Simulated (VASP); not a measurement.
# Shielding tensors and field gradients of Al2O3

What are the shielding tensors of Al2O3? The cell has space group Pnnm, a computed entry that need not be the common form of this compound. The start is a computed cell from the Materials Project.

Main program and level: VASP 6.6.1; r2SCAN; plane waves and PAW (Al, O), in the first sound run; inputs show where later runs differ.

## Step 1: The structure

The structure is orthorhombic, space group Pnnm (No. 58). The conventional cell has a = 4.614 Å, b = 9.563 Å, c = 3.120 Å, α = 90.00°, β = 90.00°, γ = 90.00°. Al has 4 O at 1.68 to 1.82 Å nearest. Nearest to O lie 2 Al at 1.68 Å. Nearest to O lie 3 Al at 1.82 Å. Farther neighbours and most contacts between anions are not listed.

Coordinates:

```
Al O
1.0
     4.61378    0.00000    0.00000
     0.00000    9.56328    0.00000
     0.00000    0.00000    3.11986
Al O
4 6
Cartesian
  4.5352 7.8856 0.0000
  0.0785 1.6777 0.0000
  2.2283 6.4593 1.5599
  2.3854 3.1040 1.5599
  2.3069 4.7816 1.5599
  0.5704 7.2016 1.5599
  1.7365 2.4200 0.0000
  2.8773 7.1433 0.0000
  0.0000 0.0000 0.0000
  4.0434 2.3617 1.5599
```

## Step 2: Relaxation

The atoms are relaxed first inside the given cell, which is kept (ISIF = 2), since values at the nuclei depend on the positions.

INCAR

```
SYSTEM = Al2O3
PREC = Accurate
ENCUT = 520
EDIFF = 1E-06
NELM = 100
ISMEAR = 0
SIGMA = 0.05
LREAL = .FALSE.
ALGO = Normal
METAGGA = R2SCAN
LASPH = .TRUE.
NBANDS = 34
LWAVE = .FALSE.
LCHARG = .FALSE.
KPAR = 4
IBRION = 2
NSW = 60
ISIF = 2
EDIFFG = -0.01
```

POSCAR

```
Al2O3
1.0
    4.6137770000      0.0000000000      0.0000000000
    0.0000000000      9.5632790000      0.0000000000
    0.0000000000      0.0000000000      3.1198620000
Al O
4 6
Direct
    0.9829750000      0.8245730000      0.0000000000
    0.0170250000      0.1754270000      0.0000000000
    0.4829750000      0.6754270000      0.5000000000
    0.5170250000      0.3245730000      0.5000000000
    0.5000000000      0.5000000000      0.5000000000
    0.1236350000      0.7530500000      0.5000000000
    0.3763650000      0.2530500000      0.0000000000
    0.6236350000      0.7469500000      0.0000000000
    0.0000000000      0.0000000000      0.0000000000
    0.8763650000      0.2469500000      0.5000000000
```

KPOINTS

```
Automatic mesh
0
Gamma
5 2 7
0 0 0
```

The projector-augmented-wave data sets are Al and O (PBE family, release 64).

The run is started by

```bash
mpirun -np 4 vasp_std
```

What it wrote:

```text
[banner, memory and clock lines left out]
running    4 mpi-ranks, on    1 nodes
 distrk:  each k-point on    1 cores,    4 groups
 distr:  one band on    1 cores,    1 groups

 POSCAR found type information on POSCAR AlO
 POSCAR found :  2 types and      10 ions
|                                                                             |
|               ----> ADVICE to this user running VASP <----                  |
|                                                                             |
|     You enforced a specific xc type in the INCAR file but a different       |
|     [... a line on the potential file left out ...]
|     I HOPE YOU KNOW WHAT YOU ARE DOING!                                     |
|                                                                             |

 LDA part: xc-table for (None), standard interpolation
 POSCAR, INCAR and KPOINTS ok, starting setup
 FFT: planning ... GRIDC
 FFT: planning ... GRID_SOFT
 FFT: planning ... GRID
 WAVECAR not read
 entering main loop
       N       E                     dE             d eps       ncg     rms          rms(c)
DAV:   1     0.233290696483E+03    0.23329E+03   -0.23629E+04  1632   0.129E+03
DAV:   2    -0.988140997481E+02   -0.33210E+03   -0.31784E+03  2156   0.284E+02
DAV:   3    -0.120408557880E+03   -0.21594E+02   -0.21472E+02  2056   0.780E+01
DAV:   4    -0.120654543843E+03   -0.24599E+00   -0.24576E+00  2000   0.930E+00
DAV:   5    -0.120658415595E+03   -0.38718E-02   -0.38708E-02  1990   0.117E+00    0.201E+01
DAV:   6    -0.938576764529E+02    0.26801E+02   -0.28234E+01  1886   0.271E+01    0.814E+00
DAV:   7    -0.945012860158E+02   -0.64361E+00   -0.25038E+00  1896   0.783E+00    0.472E+00
DAV:   8    -0.946578040397E+02   -0.15652E+00   -0.39450E-01  1808   0.427E+00    0.111E+00
DAV:   9    -0.946450687134E+02    0.12735E-01   -0.11856E-01  2022   0.189E+00    0.258E-01
DAV:  10    -0.946503123324E+02   -0.52436E-02   -0.13022E-02  1768   0.607E-01    0.221E-01
DAV:  11    -0.946516323115E+02   -0.13200E-02   -0.38666E-03  1720   0.391E-01    0.573E-02
DAV:  12    -0.946517729798E+02   -0.14067E-03   -0.29485E-04  1918   0.108E-01    0.244E-02
DAV:  13    -0.946517910717E+02   -0.18092E-04   -0.15507E-04  1812   0.648E-02    0.143E-02
DAV:  14    -0.946517895064E+02    0.15653E-05   -0.23298E-05  1958   0.358E-02    0.269E-03
DAV:  15    -0.946517895792E+02   -0.72856E-07   -0.18846E-06  1554   0.925E-03
   1 F= -.94651790E+02 E0= -.94651790E+02  d E =-.946518E+02
 curvature:   0.00 expect dE= 0.000E+00 dE for cont linesearch  0.000E+00
 trial: gam= 0.00000 g(F)=  0.116E-01 g(S)=  0.000E+00 ort = 0.000E+00 (trialstep = 0.100E+01)
 search vector abs. value=  0.116E-01
 bond charge predicted
       N       E                     dE             d eps       ncg     rms          rms(c)
DAV:   1    -0.946551444329E+02   -0.33549E-02   -0.25522E+00  1632   0.928E+00    0.274E-01
DAV:   2    -0.946569999688E+02   -0.18555E-02   -0.57130E-02  1890   0.128E+00    0.155E-01
DAV:   3    -0.946565581431E+02    0.44183E-03   -0.47323E-04  1900   0.158E-01    0.943E-02
DAV:   4    -0.946563480360E+02    0.21011E-03   -0.69411E-04  1936   0.184E-01    0.157E-02
DAV:   5    -0.946563786282E+02   -0.30592E-04   -0.18935E-04  1824   0.703E-02    0.175E-02
DAV:   6    -0.946563805114E+02   -0.18833E-05   -0.16715E-06  1444   0.833E-03    0.100E-02
DAV:   7    -0.946563800694E+02    0.44204E-06   -0.25613E-06  1534   0.126E-02
   2 F= -.94656380E+02 E0= -.94656380E+02  d E =-.459049E-02
[... from here on, the cycles between the ionic steps are left out ...]
   3 F= -.94656622E+02 E0= -.94656622E+02  d E =-.483282E-02
   4 F= -.94658937E+02 E0= -.94658937E+02  d E =-.231480E-02
   5 F= -.94661398E+02 E0= -.94661398E+02  d E =-.477593E-02
   6 F= -.94661980E+02 E0= -.94661980E+02  d E =-.581403E-03
   7 F= -.94663656E+02 E0= -.94663656E+02  d E =-.225798E-02
   8 F= -.94666713E+02 E0= -.94666713E+02  d E =-.531437E-02
   9 F= -.94671685E+02 E0= -.94671685E+02  d E =-.102869E-01
  10 F= -.94677238E+02 E0= -.94677238E+02  d E =-.158399E-01
  11 F= -.94677865E+02 E0= -.94677865E+02  d E =-.164664E-01
  12 F= -.94682213E+02 E0= -.94682213E+02  d E =-.434816E-02
  13 F= -.94688207E+02 E0= -.94688207E+02  d E =-.103422E-01
  14 F= -.94691028E+02 E0= -.94691028E+02  d E =-.282075E-02
  15 F= -.94697755E+02 E0= -.94697755E+02  d E =-.954758E-02
  16 F= -.94703630E+02 E0= -.94703630E+02  d E =-.154230E-01
  17 F= -.94703643E+02 E0= -.94703643E+02  d E =-.154361E-01
  18 F= -.94703660E+02 E0= -.94703660E+02  d E =-.154532E-01
  19 F= -.94704243E+02 E0= -.94704243E+02  d E =-.582648E-03
  20 F= -.94705347E+02 E0= -.94705347E+02  d E =-.168708E-02
  21 F= -.94704627E+02 E0= -.94704627E+02  d E =-.966739E-03
  22 F= -.94705537E+02 E0= -.94705537E+02  d E =-.187673E-02
  23 F= -.94705937E+02 E0= -.94705937E+02  d E =-.400098E-03
  24 F= -.94707015E+02 E0= -.94707015E+02  d E =-.147773E-02
  25 F= -.94709063E+02 E0= -.94709063E+02  d E =-.352618E-02
  26 F= -.94712721E+02 E0= -.94712721E+02  d E =-.718393E-02
  27 F= -.94718192E+02 E0= -.94718192E+02  d E =-.126553E-01
  28 F= -.94722774E+02 E0= -.94722774E+02  d E =-.172371E-01
  29 F= -.94725666E+02 E0= -.94725666E+02  d E =-.289173E-02
  30 F= -.94726971E+02 E0= -.94726971E+02  d E =-.419653E-02
  31 F= -.94727012E+02 E0= -.94727012E+02  d E =-.423782E-02
  32 F= -.94728470E+02 E0= -.94728470E+02  d E =-.145817E-02
  33 F= -.94732130E+02 E0= -.94732130E+02  d E =-.511784E-02
  34 F= -.94736025E+02 E0= -.94736025E+02  d E =-.901280E-02
  35 F= -.94736266E+02 E0= -.94736266E+02  d E =-.925407E-02
  36 F= -.94736904E+02 E0= -.94736904E+02  d E =-.637950E-03
  37 F= -.94737402E+02 E0= -.94737402E+02  d E =-.113566E-02
  38 F= -.94737397E+02 E0= -.94737397E+02  d E =-.113064E-02
  39 F= -.94737401E+02 E0= -.94737401E+02  d E =-.113451E-02
  40 F= -.94738124E+02 E0= -.94738124E+02  d E =-.723001E-03
  41 F= -.94738810E+02 E0= -.94738810E+02  d E =-.140929E-02
  42 F= -.94738819E+02 E0= -.94738819E+02  d E =-.141853E-02
  43 F= -.94738879E+02 E0= -.94738879E+02  d E =-.595505E-04
  44 F= -.94738989E+02 E0= -.94738989E+02  d E =-.169785E-03
  45 F= -.94738988E+02 E0= -.94738988E+02  d E =-.169184E-03
  46 F= -.94738989E+02 E0= -.94738989E+02  d E =-.169507E-03
  47 F= -.94739082E+02 E0= -.94739082E+02  d E =-.929668E-04
  48 F= -.94739169E+02 E0= -.94739169E+02  d E =-.180019E-03
 curvature:  -1.30 expect dE=-0.111E-03 dE for cont linesearch -0.187E-06
 trial: gam= 0.65265 g(F)=  0.857E-04 g(S)=  0.000E+00 ort = 0.427E-05 (trialstep = 0.106E+01)
 search vector abs. value=  0.145E-03
 bond charge predicted
       N       E                     dE             d eps       ncg     rms          rms(c)
DAV:   1    -0.947392354265E+02   -0.66050E-04   -0.34702E-02  1632   0.109E+00    0.298E-02
DAV:   2    -0.947392371219E+02   -0.16953E-05   -0.64322E-04  1962   0.139E-01    0.150E-02
DAV:   3    -0.947392317401E+02    0.53818E-05   -0.60987E-06  1940   0.172E-02    0.918E-03
DAV:   4    -0.947392293515E+02    0.23886E-05   -0.90116E-06  1966   0.202E-02    0.204E-03
DAV:   5    -0.947392295909E+02   -0.23943E-06   -0.19541E-06  1228   0.743E-03
  49 F= -.94739230E+02 E0= -.94739230E+02  d E =-.610234E-04
 trial-energy change:   -0.000061  1 .order   -0.000061   -0.000094   -0.000027
 step:   1.5014(harm=  1.5014)  dis= 0.00154  next Energy=   -94.739235 (dE=-0.664E-04)
 reached required accuracy - stopping structural energy minimisation
```

Run time: 23 min. Hardware: 4 MPI ranks of Intel Xeon 6975P-C (Granite Rapids), shared host; peak memory 1.1 GiB; 75 min of CPU time.

Lines that name or quote the potential files are left out of all logs, and their timing lines are given in words.

From OUTCAR (step 2):

```text
ion  position               nearest neighbor table
   1  0.983  0.825  0.000-   9 1.68   8 1.82   6 1.82   6 1.82   3 3.13   3 3.13   3 3.13   3 3.13
                             2 3.36
   2  0.017  0.175  0.000-   9 1.68   7 1.82  10 1.82  10 1.82   4 3.13   4 3.13   4 3.13   4 3.13
                             1 3.36
   3  0.483  0.675  0.500-   5 1.68   6 1.82   8 1.82   8 1.82   1 3.13   1 3.13   1 3.13   1 3.13
                             4 3.36
   4  0.517  0.325  0.500-   5 1.68  10 1.82   7 1.82   7 1.82   2 3.13   2 3.13   2 3.13   2 3.13
                             3 3.36
   5  0.500  0.500  0.500-   3 1.68   4 1.68
   6  0.124  0.753  0.500-   3 1.82   1 1.82   1 1.82
   7  0.376  0.253  0.000-   2 1.82   4 1.82   4 1.82
   8  0.624  0.747  0.000-   1 1.82   3 1.82   3 1.82
   9  0.000  0.000  0.000-   1 1.68   2 1.68
  10  0.876  0.247  0.500-   4 1.82   2 1.82   2 1.82

  LATTYP: Found a simple orthorhombic cell.
 ALAT       =     3.1198620000
 B/A-ratio  =     1.4788400897
 C/A-ratio  =     3.0652891057

 Subroutine GETGRP returns: Found  8 space group operations
 (whereof  4 operations were pure point group operations)

The static configuration has the point symmetry C_2h.
 The point group associated with its full space group is D_2h.

 Found     24 irreducible k-points:

   k-points           NKPTS =     24   k-points in BZ     NKDIM =     24   number of bands    NBANDS=     34

   dimension x,y,z NGX =    36 NGY =   72 NGZ =   24
   dimension x,y,z NGXF=    72 NGYF=  144 NGZF=   48

   ENCUT  =  520.0 eV  38.22 Ry    6.18 a.u.   8.58 17.78  5.80*2*pi/ulx,y,z

   NELECT =      48.0000    total number of electrons

 k-points in reciprocal lattice and weights: Automatic mesh
   0.00000000  0.00000000  0.00000000       0.014
   0.20000000  0.00000000  0.00000000       0.029
   0.40000000  0.00000000  0.00000000       0.029
   0.00000000  0.50000000  0.00000000       0.014
   0.20000000  0.50000000  0.00000000       0.029
   0.40000000  0.50000000  0.00000000       0.029
   0.00000000  0.00000000  0.14285714       0.029
   0.20000000  0.00000000  0.14285714       0.057
   0.40000000  0.00000000  0.14285714       0.057
[...]
0.20000000  0.50000000  0.42857143       0.057
   0.40000000  0.50000000  0.42857143       0.057

 average (electrostatic) potential at core
       1 -79.3031       2 -79.3031       3 -79.3031       4 -79.3031       5 -74.5071
       6 -76.3879       7 -76.3879       8 -76.3879       9 -74.5071      10 -76.3879

 E-fermi :   1.6854

 k-point     1 :       0.0000    0.0000    0.0000
  band No.  band energies     occupation
    ...
     20      -0.0501      2.00000
     21       0.3677      2.00000
     22       1.0980      2.00000
     23       1.4033      2.00000
     24       1.4741      2.00000
     25       5.5433      0.00000
     26       7.1884      0.00000
     27       8.3407      0.00000
     28       8.6465      0.00000
     29       8.9202      0.00000
    ...

 k-point     2 :       0.2000    0.0000    0.0000
  band No.  band energies     occupation
    ...
     20      -0.3494      2.00000
     21       0.3825      2.00000
     22       0.9832      2.00000
     23       1.4136      2.00000
     24       1.4704      2.00000
     25       6.1277      0.00000
     26       7.6207      0.00000
     27       8.5129      0.00000
     28       8.8688      0.00000
     29       9.0022      0.00000
    ...

 k-point     3 :       0.4000    0.0000    0.0000
  band No.  band energies     occupation
    ...
     20      -0.8125      2.00000
     21       0.4856      2.00000
     22       0.7214      2.00000
     23       1.4365      2.00000
     24       1.4579      2.00000
     25       7.4175      0.00000
     26       8.4179      0.00000
     27       8.5866      0.00000
     28       8.7437      0.00000
     29       9.5495      0.00000
    ...

  Total       -0.5530245      0.8781280     -7.4524621      0.0000000      0.0000000      0.0000000
  in kB       -6.4365944     10.2204406    -86.7384280      0.0000000      0.0000000      0.0000000
  external PRESSURE =     -27.6515273 kB  Pullay stress =       0.0000000 kB

  energy-cutoff  :      520.00
  volume of cell :      137.66
      direct lattice vectors                 reciprocal lattice vectors
     4.613777000  0.000000000  0.000000000     0.216742162  0.000000000  0.000000000
     0.000000000  9.563279000  0.000000000     0.000000000  0.104566645  0.000000000
     0.000000000  0.000000000  3.119862000     0.000000000  0.000000000  0.320526998

 POSITION                                       TOTAL-FORCE (eV/Angst)
 -----------------------------------------------------------------------------------
      0.21804      7.90538      0.00000         0.006312     -0.006911      0.000000
      4.39574      1.65790      0.00000        -0.006312      0.006911      0.000000
      2.52493      6.43954      1.55993         0.006312      0.006911      0.000000
      2.08885      3.12374      1.55993        -0.006312     -0.006911      0.000000
      2.30689      4.78164      1.55993         0.000000      0.000000      0.000000
      0.97069      7.34745      1.55993         0.007414      0.004228      0.000000
      1.33620      2.56581      0.00000        -0.007414      0.004228     -0.000000
      3.27758      6.99747      0.00000         0.007414     -0.004228      0.000000
      0.00000      0.00000      0.00000         0.000000      0.000000      0.000000
      3.64309      2.21583      1.55993        -0.007414     -0.004228     -0.000000
 -----------------------------------------------------------------------------------
    total drift:                                0.000000     -0.000000     -0.000000

  FREE ENERGIE OF THE ION-ELECTRON SYSTEM (eV)
  ---------------------------------------------------
  free  energy   TOTEN  =       -94.7392295909 eV

  energy  without entropy=      -94.7392295909  energy(sigma->0) =      -94.73922959

 reached required accuracy - stopping structural energy minimisation

[... 3 further parts left out ...]
```

CONTCAR:

```
Al2O3
   1.00000000000000
     4.6137769999999998    0.0000000000000000    0.0000000000000000
     0.0000000000000000    9.5632789999999996    0.0000000000000000
     0.0000000000000000    0.0000000000000000    3.1198619999999999
  Al              O
     4     6
Direct
     0.0472582103955323    0.8266388528002881    0.0000000000000000
     0.9527417896044679    0.1733611471997119    0.0000000000000000
     0.5472582103955322    0.6733611471997119    0.5000000000000000
     0.4527417896044678    0.3266388528002881    0.5000000000000000
     0.5000000000000000    0.5000000000000000    0.5000000000000000
     0.2103891545774464    0.7682982375184179    0.5000000000000000
     0.2896108454225537    0.2682982375184176    0.0000000000000000
     0.7103891545774460    0.7317017624815821    0.0000000000000000
     0.0000000000000000    0.0000000000000000    0.0000000000000000
     0.7896108454225541    0.2317017624815824    0.5000000000000000
```

The PAW data sets were made with PBE, which is usual practice but a small mismatch for other functionals. The run keeps the 8 symmetry operations of its start, so it cannot find a distortion of lower symmetry.

Relaxation path (22 of 49):

```
step  energy less that of the first step (eV)  largest force (eV/Å)
   1                                   0.0000                0.2133
   3                                  -0.0048                0.0870
   6                                  -0.0102                0.2726
   8                                  -0.0149                0.2546
  10                                  -0.0254                0.1895
  12                                  -0.0304                0.1437
  15                                  -0.0460                0.1744
  17                                  -0.0519                0.0878
  19                                  -0.0525                0.0800
  22                                  -0.0537                0.1332
  24                                  -0.0552                0.1249
  26                                  -0.0609                0.1002
  28                                  -0.0710                0.2286
  31                                  -0.0752                0.0982
  33                                  -0.0803                0.0806
  35                                  -0.0845                0.0876
  38                                  -0.0856                0.0552
  40                                  -0.0863                0.0443
  42                                  -0.0870                0.0598
  44                                  -0.0872                0.0210
  47                                  -0.0873                0.0134
  49                                  -0.0874                0.0094
```

The atoms that moved most (Å):

```
atom      dx      dy     dz  length
  O7  -0.400   0.146  0.000   0.426
  O6   0.400   0.146  0.000   0.426
  O8   0.400  -0.146  0.000   0.426
 O10  -0.400  -0.146  0.000   0.426
 Al1   0.297   0.020  0.000   0.297
 Al3   0.297  -0.020  0.000   0.297
 Al4  -0.297   0.020  0.000   0.297
 Al2  -0.297  -0.020  0.000   0.297
```

Final coordinates:

```cif
data_structure
_symmetry_space_group_name_H-M 'P 1'
_symmetry_Int_Tables_number 1
_cell_length_a 4.6138
_cell_length_b 9.5633
_cell_length_c 3.1199
_cell_angle_alpha 90.000
_cell_angle_beta 90.000
_cell_angle_gamma 90.000
_cell_volume 137.66
loop_
_atom_site_label
_atom_site_type_symbol
_atom_site_fract_x
_atom_site_fract_y
_atom_site_fract_z
_atom_site_occupancy
Al1 Al 0.04726 0.82664 0.00000 1
Al2 Al 0.95274 0.17336 0.00000 1
Al3 Al 0.54726 0.67336 0.50000 1
Al4 Al 0.45274 0.32664 0.50000 1
O5 O 0.50000 0.50000 0.50000 1
O6 O 0.21039 0.76830 0.50000 1
O7 O 0.28961 0.26830 0.00000 1
O8 O 0.71039 0.73170 0.00000 1
O9 O 0.00000 0.00000 0.00000 1
O10 O 0.78961 0.23170 0.50000 1
```

Numbers from this step:

| Item | Value |
| --- | --- |
| free energy (TOTEN) | -94.7392 eV |
| Fermi energy | 1.685 eV |
| pressure | -2.765 GPa |

At r2SCAN, with these data sets, the largest force is down to 0.0094 eV/Å.

(Continued in part 2 of 8.)

[Lines on the potential files, build, host, timing and source positions are cut from VASP's logs without a mark.]

[Logs are printed without paths, hosts, clocks, repeated set-up lines and the standing remarks that a program may print on its own settings, such as how far it seeks lower states.]

[Hosts, paths, dates, database ids (printed as entryN), source tags and the programs' standing remarks are cut or masked in the printed files.]
